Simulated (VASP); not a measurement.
Computed with PBEsol GGA with spin-orbit coupling, VASP's PBE PAW potentials (set 64) (plane waves; VASP 6.6.1).

A VASP calculation is set up with these files.

**POSCAR**
```
Tc
4.8979140
 -0.5000000365   0.5000000365   0.2581572707
  0.5000000365  -0.5000000365   0.2581572707
  0.5000000365   0.5000000365  -0.2581572707
Tc
2
Cartesian
  0.0000000000   0.5000000365   0.1290786353
  0.5000000365  -0.5000000365   0.2581572707
```

**INCAR**
```
ALGO = Normal
EDIFF = 1E-6
ENCUT = 400
GGA = PS
GGA_COMPAT = .FALSE.
ISMEAR = 0
LASPH = .TRUE.
LCHARG = .FALSE.
LMAXMIX = 4
LREAL = .FALSE.
LSORBIT = .TRUE.
LWAVE = .FALSE.
MAGMOM = 0 0 0 0 0 0
NELM = 100
PREC = Accurate
SIGMA = 0.05
SYSTEM = Tc
```

### KPOINTS
```
Automatic mesh
0
Gamma
14 14 14
0 0 0
```

### KPOINTS_OPT
```
k-points along high-symmetry lines
6
Line-mode
Reciprocal
  0.000000   0.000000   0.000000 ! GAMMA
  0.000000   0.000000   0.500000 ! X

  0.000000   0.000000   0.500000 ! X
 -0.500000   0.500000   0.500000 ! M

 -0.500000   0.500000   0.500000 ! M
  0.000000   0.000000   0.000000 ! GAMMA

  0.000000   0.000000   0.000000 ! GAMMA
  0.324423   0.324423  -0.324423 ! Z

 -0.324423   0.675577   0.324423 ! Z_0
 -0.500000   0.500000   0.500000 ! M

  0.000000   0.000000   0.500000 ! X
  0.250000   0.250000   0.250000 ! P

  0.250000   0.250000   0.250000 ! P
  0.000000   0.500000   0.000000 ! N

  0.000000   0.500000   0.000000 ! N
  0.000000   0.000000   0.000000 ! GAMMA
```

POTCAR, in this order: Tc_pv (PBE.64 set). Program: vasp_ncl.

Output of the run:

### OSZICAR
```
       N       E                     dE             d eps       ncg     rms          rms(c)
DAV:   1     0.313043030902E+03    0.31304E+03   -0.13748E+04 18288   0.129E+03
DAV:   2    -0.108917014190E+02   -0.32393E+03   -0.31516E+03 17922   0.437E+02
DAV:   3    -0.221184509333E+02   -0.11227E+02   -0.10894E+02 20170   0.923E+01
DAV:   4    -0.222890215771E+02   -0.17057E+00   -0.16885E+00 18288   0.109E+01
DAV:   5    -0.222913836819E+02   -0.23621E-02   -0.23596E-02 18468   0.119E+00    0.239E+01
DAV:   6    -0.211655186042E+02    0.11259E+01   -0.27770E+00 17616   0.160E+01    0.814E+00
DAV:   7    -0.210393019386E+02    0.12622E+00   -0.51041E-01 19556   0.615E+00    0.146E+00
DAV:   8    -0.210319850590E+02    0.73169E-02   -0.89622E-03 17604   0.891E-01    0.913E-01
DAV:   9    -0.210297044180E+02    0.22806E-02   -0.33962E-03 17420   0.619E-01    0.670E-02
DAV:  10    -0.210296130104E+02    0.91408E-04   -0.16410E-04 17604   0.136E-01    0.211E-02
DAV:  11    -0.210296124358E+02    0.57467E-06   -0.57600E-06 16104   0.202E-02
   1 F= -.21029612E+02 E0= -.21027899E+02  d E =-.342749E-02  mag=    -0.0000     0.0000     0.0000
       N       E                     dE             ncg
```

### OUTCAR
```
------------------------ aborting loop because EDIFF is reached ----------------------------------------
  FORCE on cell =-STRESS in cart. coord.  units (eV):
  Direction    XX          YY          ZZ          XY          YZ          ZX
  --------------------------------------------------------------------------------------
  Total       -0.0022047     -0.0022047     -0.0224332      0.0000000      0.0000000      0.0000000
  in kB       -0.1164508     -0.1164508     -1.1849051      0.0000000      0.0000000      0.0000000
  external PRESSURE =      -0.4726022 kB  Pullay stress =       0.0000000 kB
  volume of cell :       30.33
      direct lattice vectors                 reciprocal lattice vectors
    -2.448957179  2.448957179  1.264432110     0.000000000  0.204168535  0.395434437
     2.448957179 -2.448957179  1.264432110     0.204168535  0.000000000  0.395434437
     2.448957179  2.448957179 -1.264432110     0.204168535  0.204168535  0.000000000
 POSITION                                       TOTAL-FORCE (eV/Angst)
 -----------------------------------------------------------------------------------
      0.00000      2.44896      0.63222        -0.000000     -0.000000      0.000000
      0.00000      0.00000      0.00000         0.000000      0.000000     -0.000000
 -----------------------------------------------------------------------------------
    total drift:                                0.000000      0.000000      0.000000
  FREE ENERGIE OF THE ION-ELECTRON SYSTEM (eV)
  ---------------------------------------------------
  free  energy   TOTEN  =       -21.0296124358 eV

  energy  without entropy=      -21.0261849443  energy(sigma->0) =      -21.02789869

 Ion:    1  E_soc:     -0.1965008

 Ion:    2  E_soc:     -0.1965008
```
(Selected blocks of OUTCAR.)

The structure was generated: Tc was put into the beta-Sn type (I4_1/amd), which need not be its known phase. It was relaxed first.
